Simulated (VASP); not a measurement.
The system is Zr2CrN2.

```
Zr Cr N
1.0
     4.02814    0.00000    0.00000
     0.00000    4.02814    0.00000
     0.00000    0.00000    4.93773
Zr Cr N
2 1 2
Cartesian
  0.0000 2.0141 2.4689
  2.0141 0.0000 2.4689
  0.0000 0.0000 0.0000
  2.0141 2.0141 2.4689
  2.0141 2.0141 0.0000
```

The cell was built by a generator and needn't be a form met in nature.

- Program: VASP 6.6.1
- Task: relaxation of cell and atoms
- Functional: PBE
- Potentials or basis: VASP PAW PBE potentials, release 64 (Zr_sv, Cr_pv, N)
- Cutoff: 520 eV
- k mesh: 4 × 4 × 3
- Occupations: gaussian, width 0.15 eV
- Spin: collinear spin, ferromagnetic start
- Starting moments: [0.0, 0.0, 3.0, 0.0, 0.0] μB

At the start: pressure 11.2 GPa; volume 16.02 Å³/atom.

Question: Where does the relaxation end?

Answer: Over 23 steps the energy falls by 279.3 meV/atom and the volume is 14.41 Å³/atom (-10.0 %); space group P4/mmm (No. 123, to 0.05 Å); moment 2.13 μB per cell.

The path:
```csv
step,energy change (eV),largest force (eV/Å),pressure (GPa),volume (Å³)
1,0.0000,0.0000,11.19,80.12
2,-0.0888,0.0000,-13.06,93.37
3,-0.4089,0.0000,-3.25,86.65
4,-0.4385,0.0000,-2.93,86.44
5,-0.5340,0.0000,-1.52,83.83
6,-0.7516,0.0000,2.84,77.22
7,-0.9156,0.0000,20.70,63.80
8,-0.8931,0.0000,5.58,73.58
9,-1.1127,0.0000,10.67,68.71
10,-1.0982,0.0000,15.19,66.26
11,-1.1244,0.0000,12.79,67.69
12,-1.1427,0.0000,12.11,67.47
13,-1.1700,0.0000,13.24,66.79
14,-1.1953,0.0000,11.91,67.10
15,-1.2614,0.0000,9.49,68.02
16,-1.3518,0.0000,5.49,69.89
17,-1.3815,0.0000,-2.55,73.74
18,-1.3926,0.0000,-0.71,72.51
19,-1.3924,0.0000,0.75,72.16
20,-1.3927,0.0000,-0.31,72.36
21,-1.3935,0.0000,-1.27,72.33
22,-1.3951,0.0000,-0.56,72.25
23,-1.3963,0.0000,-0.01,72.07
```

Final structure:
```cif
data_structure
_symmetry_space_group_name_H-M 'P 1'
_symmetry_Int_Tables_number 1
_cell_length_a 4.4000
_cell_length_b 4.4000
_cell_length_c 3.7228
_cell_angle_alpha 90.000
_cell_angle_beta 90.000
_cell_angle_gamma 90.000
_cell_volume 72.07
loop_
_atom_site_label
_atom_site_type_symbol
_atom_site_fract_x
_atom_site_fract_y
_atom_site_fract_z
_atom_site_occupancy
Zr1 Zr 0.00000 0.50000 0.50000 1
Zr2 Zr 0.50000 0.00000 0.50000 1
Cr1 Cr 0.00000 0.00000 0.00000 1
N1 N 0.50000 0.50000 0.50000 1
N2 N 0.50000 0.50000 0.00000 1
```

Caveat: the k mesh is coarse (spacing up to 0.42 Å⁻¹), so the values aren't converged; a cell with one magnetic atom can't hold antiferromagnetic order, which such compounds often take.
